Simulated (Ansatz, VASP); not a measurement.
# SnSe2 in two plane-wave programs

Wanted: the spread between two codes on one cell, functional and k mesh. The structure shown is the start of the Ansatz relaxation below; VASP solves that cell, so the two are compared at the walk's first step.

Method: plane waves, with VASP 6.6.1 beside it; single point at PBEsol with D3(BJ), in Ansatz 0.2.0.

**1. The starting structure**

The structure is trigonal, space group P-3m1 (No. 164). The conventional cell has a = 3.724 Å, b = 3.724 Å, c = 5.376 Å, α = 90.00°, β = 90.00°, γ = 120.00°. Nearest to Se lie 3 Sn at 2.66 Å. Sn has 6 Se at 2.66 Å nearest. Farther neighbours and most contacts between anions are not listed.

**2. Ansatz: relaxation, PBEsol with D3(BJ)**

Ansatz runs on its PAW soft_1 files.

The two programs are compared at the cell with which this relaxation starts, whose forces are those of its first step.

Input file input.yaml:

```yaml
crystal:
  lattice:
    - [3.7238058525, 0.0, 0.0]
    - [-1.8619029262, 3.224910467, 0.0]
    - [0.0, 0.0, 5.3757411764]
  atoms:
    - { symbol: Se, position: [0.3333333333, 0.6666666667, 0.2928850781] }
    - { symbol: Se, position: [0.6666666667, 0.3333333333, 0.7071149219] }
    - { symbol: Sn, position: [0.0, 0.0, 0.0] }
kpoints:
  mp_grid: { grid: [12, 12, 6] }
hamiltonian:
  xc: pbesol
  dispersion: d3bj
  pseudopotentials: { kind: paw, azcp: { folder: soft_1 }, xc_functional: pbe }
scf:
  occupations: { method: gaussian, width: 0.02 }
output:
  forces: true
  stress: true
  eigenvalues: true
relax:
  adjacent_minimum: "off"
  f_tol: 0.001
  max_steps: 60
  cell: { stress_tol: 0.01, fix: [volume] }
```

On the command line:

```bash
> ansatz run input.yaml --threads 4 --pin off --max-ram 10240MiB --backend cpu --events-out ev --progress --plain --runs-dir out
```

Numbers of over 12 decimals in the logs are rounded to 6 here.

Output:

```text
Engine: ansatz 0.2.0, aarch64-unknown-linux-gnu
Pseudopotentials: kind: paw
Pseudopotential: Se, paw, valence charge 16, recommended cutoff 420 eV (normal), soft_1/Se.paw.azcp
Pseudopotential: Sn, paw, valence charge 14, recommended cutoff 420 eV (normal), soft_1/Sn.paw.azcp
Functional definition: PBEsol
  exchange = pbesol_x
  correlation = pbesol_c
Crystal: 3 atoms, lattice volume = 64.557 Å³
Basis set: ecut = 420 eV, 1253 PW (Γ), exchange–correlation on 50×50×72 points (8 copies of the dense FFT grid, shifted against one another)
Bands: 28, of which v1, the nominal top of the filled ones, is band 23 counted from 1 (22 counted from 0)
Symmetry: 12 space group operations
Space group: P-3m1 (ITA 164), of the structure as read, at distance tolerance 4.0e-5 Å
k-points: 100 of 864
Non-local potential: Se, projectors of the file, l = 0: 2, l = 1: 2, l = 2: 3, l = 3: 1
Non-local potential: Sn, projectors of the file, l = 0: 2, l = 1: 2, l = 2: 2, l = 3: 1
PAW form: soft (Blöchl's): semilocal exchange-correlation on the pseudo side does not see the compensation charge
PAW frozen core: Se, regenerated for the run's functional, and the local potential with it (the file was generated under x = pbe(κ = 0.804, μ = 0.219515), c = pbe(β = 0.066725))
PAW frozen core: Sn, regenerated for the run's functional, and the local potential with it (the file was generated under x = pbe(κ = 0.804, μ = 0.219515), c = pbe(β = 0.066725))
PAW one-centre angular grid: Se, 590 points (default); XC on 64 Gauss nodes
PAW one-centre angular grid: Sn, 590 points (default); XC on 64 Gauss nodes
Initial density: superposition of atomic densities (chi_scale 0.1, normalization cell, long waves kept (reshape's long-wave potential 0.04 eV rms))
Initial wavefunctions: pseudopotential atomic-orbital guess
Functional: x = pbesol(κ = 0.804, μ = 0.123457), c = pbesol(β = 0.046)
SCF iter   1: F=—  HF=-16800.694320 eV  |F-HF|=—  |Δ(HF+E_count)|=         —  Δρ=3.52e-2  dr2=1.76e0  ethr=3.10e-3  ⟨swp⟩=7.2  Hψ=12886  notcnv=0
preconditioner: auto → Resta (q_TF=auto, 2.578 Å⁻¹)  ε∞=3.0  [insulator: Δε(μ)=0.051 eV  Ē_g=16.860 eV  σ=0.020 eV  W_gap=0.90  n_scr=22 (ndim 8)  ℏωp=23.6 eV  f_vac=0.000  D(μ)=0.35/eV (n_scr^D=0)  ε∞_Penn≈3.0]
SCF iter   2: F=—  HF=-16800.287801 eV  |F-HF|=—  |Δ(HF+E_count)|=   4.07e-1  Δρ=1.65e-2  dr2=2.48e-1  ethr=3.10e-3  ⟨swp⟩=2.4  Hψ=4091  notcnv=0  defer=94
SCF iter   3: F=—  HF=-16800.219355 eV  |F-HF|=—  |Δ(HF+E_count)|=   6.84e-2  Δρ=4.04e-3  dr2=7.75e-3  ethr=5.39e-4  ⟨swp⟩=2.9  Hψ=3751  notcnv=0  defer=94
SCF iter   4: F=—  HF=-16800.218448 eV  |F-HF|=—  |Δ(HF+E_count)|=   9.07e-4  Δρ=7.03e-4  dr2=4.51e-4  ethr=1.69e-5  ⟨swp⟩=3.0  Hψ=5386  notcnv=0  defer=94
SCF iter   5: F=—  HF=-16800.218416 eV  |F-HF|=—  |Δ(HF+E_count)|=   3.22e-5  Δρ=2.83e-4  dr2=5.72e-5  ethr=9.80e-7  ⟨swp⟩=2.0  Hψ=5006  notcnv=0  defer=94
SCF iter   6: F=—  HF=-16800.218433 eV  |F-HF|=—  |Δ(HF+E_count)|=   1.74e-5  Δρ=7.47e-5  dr2=4.22e-6  ethr=1.24e-7  ⟨swp⟩=2.0  Hψ=5095  notcnv=0  defer=94
SCF iter   7: F=—  HF=-16800.218431 eV  |F-HF|=—  |Δ(HF+E_count)|=   2.52e-6  Δρ=2.70e-5  dr2=3.95e-7  ethr=9.18e-9  ⟨swp⟩=2.0  Hψ=5006  notcnv=0  defer=94
SCF iter   8: F=-16800.218431 eV  HF=-16800.218431 eV  |F-HF|=1.09e-8  |Δ(HF+E_count)|=   5.41e-7  Δρ=3.80e-6  dr2=1.29e-8  ethr=2.17e-10  ⟨swp⟩=10.7  Hψ=14344  notcnv=0
SCF 1 converged in 8 iterations: F = -16800.218431 eV  dr2 = 1.29e-8
  greatest PAW one-centre occupation: 1.000 electrons in one spin orbital (limit 2), on the Se atom at site 1 (counted from 0), in its partial waves of l = 2
relax step   1: F+E_penalty+E_count = -16800.21843107 eV  Δ(F+E_penalty+E_count) = +0.000e0 eV  max|allowed force component| = 1.471e-1 eV/Å  Δτ_max = 0.0000 Å  P = +6.646 GPa  Ω = 64.557 Å³  fix = [volume]  reactions: volume +6.646 GPa  (8 SCF iters, dr2 threshold 1.00e-7 eV, accepted)
[...]
relax step   2: F+E_penalty+E_count = -16800.21479463 eV  Δ(F+E_penalty+E_count) = +3.636e-3 eV  max|allowed force component| = 2.119e-1 eV/Å  Δτ_max = 0.0360 Å  P = +5.507 GPa  Ω = 64.557 Å³  energy of the carried Pulay correction = +2.271e-18 eV  fix = [volume]  (7 SCF iters, dr2 threshold 3.00e-7 eV, rejected (line search))
[...]
relax step   3: F+E_penalty+E_count = -16800.22028184 eV  Δ(F+E_penalty+E_count) = -1.851e-3 eV  max|allowed force component| = 2.842e-2 eV/Å  Δτ_max = 0.0164 Å  P = +6.136 GPa  Ω = 64.557 Å³  energy of the carried Pulay correction = +2.271e-18 eV  fix = [volume]  reactions: volume +6.136 GPa  (9 SCF iters, accepted)
[...]
relax step   4: F+E_penalty+E_count = -16800.22035352 eV  Δ(F+E_penalty+E_count) = -7.168e-5 eV  max|allowed force component| = 3.871e-4 eV/Å  Δτ_max = 0.0026 Å  P = +6.214 GPa  Ω = 64.557 Å³  energy of the carried Pulay correction = +2.271e-18 eV  fix = [volume]  reactions: volume +6.214 GPa  (4 SCF iters, dr2 threshold 5.05e-8 eV, accepted)
[...]
relax step   5: F+E_penalty+E_count = -16800.22035410 eV  Δ(F+E_penalty+E_count) = -5.798e-7 eV  max|allowed force component| = 4.805e-4 eV/Å  Δτ_max = 0.0000 Å  P = +6.214 GPa  Ω = 64.557 Å³  fix = [volume]  reactions: volume +6.214 GPa  stress off target by 1.62e-3 GPa on what of the cell is left free  SCF on the basis re-selected at this cell (its energy is not comparable with the rows above)  (6 SCF iters)
basis re-selected at this cell: Δ(F+E_penalty+E_count) = -5.798e-7 eV, ΔP = -0.000 GPa vs the last step (what re-selecting the basis moved, of the pressure what is left beyond the Pulay correction that the steps carried, after the strain that the cell walked since its last selection, with what the two solves' SCF thresholds leave and, on support functions, any second-order correction that the steps lacked; it is no m [...]
SCF converged after 6 iterations
Free energy (F): -16800.220354 eV
Harris-Foulkes:  -16800.220354 eV  (|F-HF|=0.00e0)
Internal energy: -16800.220254 eV  (E = F + TS)
E sigma→0 (E₀):  -16800.220304 eV
Entropy (-TS):   -0.000100 eV (-0.033 meV/atom)
Fermi energy:    11.176803 eV
--- Per-component energies (eV) ---
  E_band       = -754.926210
  E_kinetic    = 395.159139
  E_local      = -5779.875776  (includes V_loc(G=0)·N_el)
  E_nonlocal   = -557.981327
  E_hartree    = 3078.129116
  E_xc         = -296.038499
  E_vxc        = -264.090485  (∫ρ·V_xc dr)
  E_paw        = -8470.174642  (= ΣΔE_a)
  E_vpaw       = -704.395510  (= ΣTr[D̂ρ^β])
  E_aug_tail   = -0.000475  (compensation charges beyond the density's cutoff)
  E_ewald      = -5170.551687
  E_disp       = -1.187845  (pairwise vdW)
  E_core_change = 2.301743  (= ΣΔE_core)
  E_smearing   = -0.000100  (= −TS)
  E_closure    = 0.000000  (closes the sum)
  Σ components = -16800.220354   (vs F -16800.220354, Δ=0.00e0)
--- Forces (eV/Å), atoms counted from 1 ---
  atom   1  Se    -0.00000000     0.00000000    -0.00048048
  atom   2  Se     0.00000000    -0.00000000     0.00048048
  atom   3  Sn     0.00000000     0.00000000     0.00000000
  max |Σ_I F_I| component: 3.16e-30 eV/Å
--- Stress (GPa, compression-positive) ---
        6.214756      -0.000000      -0.000000
       -0.000000       6.214756       0.000000
       -0.000000       0.000000       6.212320
  P = ⅓ Tr σ = 6.2139 GPa (62.139 kbar)
--- Band table (eV; the first three rows and the last of 100) ---
  k-point 0: bands = [... 19 lower, 9.7425, 10.0376, 10.0376, 11.0155, 11.7767, 13.9219, 15.6151, 15.6151, ... 1 higher]
  k-point 1: bands = [... 19 lower, 9.6354, 9.9974, 10.2117, 10.2117, 12.4926, 14.0139, 15.3344, 15.3344, ... 1 higher]
  k-point 2: bands = [... 19 lower, 9.5259, 9.5259, 10.4676, 10.4676, 13.2190, 14.1396, 14.8423, 14.8423, ... 1 higher]
  k-point 99: bands = [... 19 lower, 5.3488, 5.8346, 10.9647, 10.9647, 13.8194, 14.7869, 14.7869, 16.1734, ... 1 higher]
--- Relaxed structure (4 steps of the walk, 3 accepted, 1 SCFs on fresh bases) ---
  F+E_penalty+E_count = -16800.22035410 eV   max|allowed force component| = 4.805e-4 eV/Å   (the final SCF, on the basis selected at the relaxed cell)
  cell:  # Å, volume = 64.5570 Å³
    - [3.727281, -2.8894368286994958e-11, 0]
    - [-1.863641, 3.227920, 1.2849685987617926e-19]
    - [0, 1.6064768334184116e-19, 5.365721]
  atoms:
    - { symbol: Se, position: [0.333333, 0.666667, 0.295460] }
    - { symbol: Se, position: [0.666667, 0.333333, 0.704540] }
    - { symbol: Sn, position: [0, 0, 0] }
```

Reading the cycles: dr2 is the Hartree energy of the density residual (eV), the measure of convergence; HF is the Harris–Foulkes estimate of the energy, which meets the free energy F at convergence.

**3. VASP: single point, PBEsol with D3(BJ), start cell, pair 1**

The same cell, functional, mesh and smearing now go to VASP, with its own data sets.

Lines of VASP's logs that name or quote its potential files are left out, and so is its time.

Input file INCAR:

```
SYSTEM = SnSe2
PREC = Accurate
ENCUT = 400
EDIFF = 1E-06
NELM = 120
ISMEAR = 0
SIGMA = 0.02
LREAL = .FALSE.
ALGO = Normal
GGA = PS
IVDW = 12
NBANDS = 19
LORBIT = 11
LWAVE = .FALSE.
LCHARG = .FALSE.
ISIF = 2
LASPH = .TRUE.
GGA_COMPAT = .FALSE.
KPAR = 2
```

Input file POSCAR:

```
SnSe2
1.0
    3.7238060000      0.0000000000      0.0000000000
   -1.8619030000      3.2249100000      0.0000000000
    0.0000000000      0.0000000000      5.3757410000
Se Sn
2 1
Direct
    0.3333333333      0.6666666667      0.2928850181
    0.6666666667      0.3333333333      0.7071149819
    0.0000000000      0.0000000000      0.0000000000
```

Input file KPOINTS:

```
Automatic mesh
0
Gamma
12 12 6
0 0 0
```

Potentials, in the order of the species: Se and Sn_d (PBE family, release 64).

On the command line:

```bash
> mpirun -np 2 vasp_std
```

Output:

```text
[banner, memory and clock lines left out]
running    2 mpi-ranks, on    1 nodes
 distrk:  each k-point on    1 cores,    2 groups
 distr:  one band on    1 cores,    1 groups

 POSCAR found type information on POSCAR SeSn
 POSCAR found :  2 types and       3 ions
|                                                                             |
|               ----> ADVICE to this user running VASP <----                  |
|                                                                             |
|     You enforced a specific xc type in the INCAR file but a different       |
|     [... a line on the potential file left out ...]
|     I HOPE YOU KNOW WHAT YOU ARE DOING!                                     |
|                                                                             |

 LDA part: xc-table for (Slater+PW92), standard interpolation
 POSCAR, INCAR and KPOINTS ok, starting setup
 FFT: planning ... GRIDC
 FFT: planning ... GRID_SOFT
 FFT: planning ... GRID
 WAVECAR not read
 entering main loop
       N       E                     dE             d eps       ncg     rms          rms(c)
DAV:   1     0.182085400429E+03    0.18209E+03   -0.10765E+04  3928   0.139E+03
DAV:   2     0.638532367103E+01   -0.17570E+03   -0.16997E+03  4079   0.355E+02
DAV:   3    -0.123355701931E+02   -0.18721E+02   -0.18258E+02  4662   0.107E+02
DAV:   4    -0.129051190574E+02   -0.56955E+00   -0.56692E+00  4540   0.191E+01
DAV:   5    -0.129171537334E+02   -0.12035E-01   -0.12033E-01  5027   0.291E+00    0.597E+00
DAV:   6    -0.127252547783E+02    0.19190E+00   -0.35351E-01  5637   0.719E+00    0.376E+00
DAV:   7    -0.127000621408E+02    0.25193E-01   -0.11605E-01  4583   0.248E+00    0.944E-01
DAV:   8    -0.126988944273E+02    0.11677E-02   -0.83261E-03  4784   0.891E-01    0.261E-01
DAV:   9    -0.126988074432E+02    0.86984E-04   -0.11363E-03  4038   0.231E-01    0.719E-02
DAV:  10    -0.126988088386E+02   -0.13954E-05   -0.10017E-04  4652   0.774E-02    0.233E-02
DAV:  11    -0.126988150513E+02   -0.62127E-05   -0.16629E-05  4011   0.245E-02    0.780E-03
DAV:  12    -0.126988154736E+02   -0.42227E-06   -0.79994E-07  2669   0.754E-03
   1 F= -.13886208E+02 E0= -.13886159E+02  d E =-.984945E-04
```

From OUTCAR (step 3):

```text
ion  position               nearest neighbor table
   1  0.333  0.667  0.293-   3 2.66   3 2.66   3 2.66
   2  0.667  0.333  0.707-   3 2.66   3 2.66   3 2.66
   3  0.000  0.000  0.000-   1 2.66   2 2.66   2 2.66   1 2.66   2 2.66   1 2.66

  LATTYP: Found a hexagonal cell.
 ALAT       =     3.7238060000
 C/A-ratio  =     1.4436146781

 Subroutine GETGRP returns: Found 12 space group operations
 (whereof 12 operations were pure point group operations)

The static configuration has the point symmetry D_3d.

 Found    100 irreducible k-points:

   k-points           NKPTS =    100   k-points in BZ     NKDIM =    100   number of bands    NBANDS=     19

   dimension x,y,z NGX =    24 NGY =   24 NGZ =   36
   dimension x,y,z NGXF=    48 NGYF=   48 NGZF=   72

   ENCUT  =  400.0 eV  29.40 Ry    5.42 a.u.   6.07  6.07  8.77*2*pi/ulx,y,z

   NELECT =      26.0000    total number of electrons

 k-points in reciprocal lattice and weights: Automatic mesh
   0.00000000  0.00000000  0.00000000       0.001
   0.08333333 -0.00000000  0.00000000       0.007
   0.16666667 -0.00000000  0.00000000       0.007
   0.25000000 -0.00000000  0.00000000       0.007
   0.33333333  0.00000000  0.00000000       0.007
   0.41666667 -0.00000000  0.00000000       0.007
   0.50000000 -0.00000000  0.00000000       0.003
   0.08333333  0.08333333  0.00000000       0.007
   0.16666667  0.08333333  0.00000000       0.014
[...]
0.33333333  0.25000000  0.50000000       0.014
   0.33333333  0.33333333  0.50000000       0.002

 average (electrostatic) potential at core
       1 -51.4529       2 -51.4529       3-100.3291

 E-fermi :   6.7244

 k-point     1 :       0.0000    0.0000    0.0000
  band No.  band energies     occupation
    ...
      9       5.3425      2.00000
     10       5.3425      2.00000
     11       5.5822      2.00000
     12       5.5822      2.00000
     13       6.6324      2.00000
     14       7.3788      0.00000
     15       9.4223      0.00000
     16      11.1678      0.00000
     17      11.1678      0.00000
     18      14.5482      0.00000
    ...

 k-point     2 :       0.0833   -0.0000    0.0000
  band No.  band energies     occupation
    ...
      8      -1.0483      2.00000
      9       4.3399      2.00000
     10       4.8705      2.00000
     11       5.1531      2.00000
     12       5.9394      2.00000
     13       6.8836      0.00000
     14       8.1432      0.00000
     15       9.6959      0.00000
     16      10.7845      0.00000
     17      11.2063      0.00000
    ...

 k-point     3 :       0.1667   -0.0000    0.0000
  band No.  band energies     occupation
    ...
      8      -0.8803      2.00000
      9       2.9723      2.00000
     10       4.2536      2.00000
     11       4.2843      2.00000
     12       6.2083      2.00000
     13       6.8093      0.00000
     14       8.8494      0.00000
     15      10.0344      0.00000
     16      10.8396      0.00000
     17      11.2502      0.00000
    ...

 Edisp (eV)   -1.18739

  Total       2.70158     2.70158     2.81836    -0.00000     0.00000     0.00000
  in kB      67.04796    67.04793    69.94609    -0.00000     0.00000     0.00000
  external pressure =       68.01 kB  Pullay stress =        0.00 kB

  energy-cutoff  :      400.00
  volume of cell :       64.56
      direct lattice vectors                 reciprocal lattice vectors
     3.723806000  0.000000000  0.000000000     0.268542454  0.155043086  0.000000000
    -1.861903000  3.224910000  0.000000000     0.000000000  0.310086173  0.000000000
     0.000000000  0.000000000  5.375741000     0.000000000  0.000000000  0.186020867

 POSITION                                       TOTAL-FORCE (eV/Angst)
 -----------------------------------------------------------------------------------
     -0.00000      2.14994      1.57447        -0.000000     -0.000000      0.170585
      1.86190      1.07497      3.80127         0.000000      0.000000     -0.170585
      0.00000      0.00000      0.00000        -0.000000      0.000000      0.000000
 -----------------------------------------------------------------------------------
    total drift:                                0.000000      0.000000      0.000000

  FREE ENERGIE OF THE ION-ELECTRON SYSTEM (eV)
  ---------------------------------------------------
  free  energy   TOTEN  =       -13.8862084951 eV

  energy  without entropy=      -13.8861100006  energy(sigma->0) =      -13.88615925

 total charge
# of ion       s       p       d       tot
------------------------------------------
    1        1.497   2.309   0.045   3.851
    2        1.497   2.309   0.045   3.851
    3        1.091   1.097  10.123  12.310
--------------------------------------------------
tot          4.085   5.714  10.212  20.012

[... 3 further parts left out ...]
```

The run ends at a pressure of 6.80 GPa, with forces up to 0.17 eV/Å.

**4. Comparison**

Known differences besides the potentials themselves: the data sets hold 46 valence electrons in Ansatz (on its PAW soft_1 files) and 26 in VASP; the cutoff is 420 eV in Ansatz and 400 eV in VASP; Ansatz makes its cores anew for this functional, VASP keeps those of its PBE data sets. Total energies have different zeros and are not compared.

Forces (eV/Å; atoms numbered as in POSCAR):

```
atom        Ansatz x, y, z          VASP x, y, z
 Se1   0.000, 0.000, 0.147   0.000, 0.000, 0.171
 Se2  0.000, 0.000, -0.147  0.000, 0.000, -0.171
 Sn3   0.000, 0.000, 0.000   0.000, 0.000, 0.000
```

The forces differ by 11 meV/Å r.m.s., which is 13.7 % of the r.m.s. force of 0.080 eV/Å (both taken over all components).

**5. Other set-ups**

Further runs change the set-up of one program: Ansatz's method, potentials or start, or VASP's data sets, cutoff or form of LDA. The table gives that difference for each run.

```
                         run  r.m.s. force difference (meV/Å)
                    as above                               11
VASP with a cutoff of 500 eV (perhaps on Ansatz's relaxed cell)                               10
```

**6. Ansatz: relaxation, PBEsol with D3(BJ)**

The two programs are compared at the cell with which this relaxation starts, whose forces are those of its first step. The cell compared in this pair holds 65.99 Å³, against 64.56 Å³ for the pair before.

The structure compared here is the start of the Ansatz relaxation; VASP solves that cell, so the two are compared at the walk's first step.

input.yaml, the sections that differ from step 2:

```yaml
crystal:
  lattice:
    - [3.7440428605, 0.0, 0.0]
    - [-1.8720214302, 3.24243623, 0.0]
    - [0.0, 0.0, 5.4359581615]
  atoms:
    - { symbol: Se, position: [0.3333333333, 0.6666666667, 0.28969633] }
    - { symbol: Se, position: [0.6666666667, 0.3333333333, 0.71030367] }
    - { symbol: Sn, position: [0.0, 0.0, 0.0] }
# kpoints, hamiltonian, scf, output, relax: as in step 2
```

On the command line:

```bash
> ansatz run input.yaml --threads 4 --pin off --max-ram 10240MiB --backend cpu --events-out ev --progress --plain --runs-dir out
```

Output:

```text
[...]
Crystal: 3 atoms, lattice volume = 65.992 Å³
Basis set: ecut = 420 eV, 1255 PW (Γ), exchange–correlation on 54×54×80 points (8 copies of the dense FFT grid, shifted against one another)
Bands: 28, of which v1, the nominal top of the filled ones, is band 23 counted from 1 (22 counted from 0)
Symmetry: 12 space group operations
[...]
k-points: 100 of 864
[...]
--- Relaxed structure (5 steps of the walk, 4 accepted, 1 SCFs on fresh bases) ---
[...]
cell:  # Å, volume = 65.9916 Å³
    - [3.751188, -2.8922619534584908e-11, -3.958666998659662e-19]
    - [-1.875594, 3.248624, 0]
    - [-5.747569934980696e-19, -3.318361049088196e-19, 5.415270]
  atoms:
    - { symbol: Se, position: [0.333333, 0.666667, 0.292885] }
    - { symbol: Se, position: [0.666667, 0.333333, 0.707115] }
    - { symbol: Sn, position: [0, 0, 0] }
[key lines of the parts left out:]
SCF converged after 6 iterations
Free energy (F): -16800.267365 eV
Fermi energy:    10.752078 eV
P = ⅓ Tr σ = 4.3298 GPa (43.298 kbar)
```

[end of part 1 of 2]

[Lines on the potential files, build, host, timing and source positions are cut from VASP's logs without a mark.]

[Logs are printed without paths, hosts, clocks, repeated set-up lines and the standing remarks that a program may print on its own settings, such as how far it seeks lower states.]

[Hosts, paths, dates, database ids (printed as entryN), source tags and the programs' standing remarks are cut or masked in the printed files.]

[Rows of further runs with another cutoff or data set may stand on the cell that Ansatz relaxed, not on the start cell of the pair above them.]
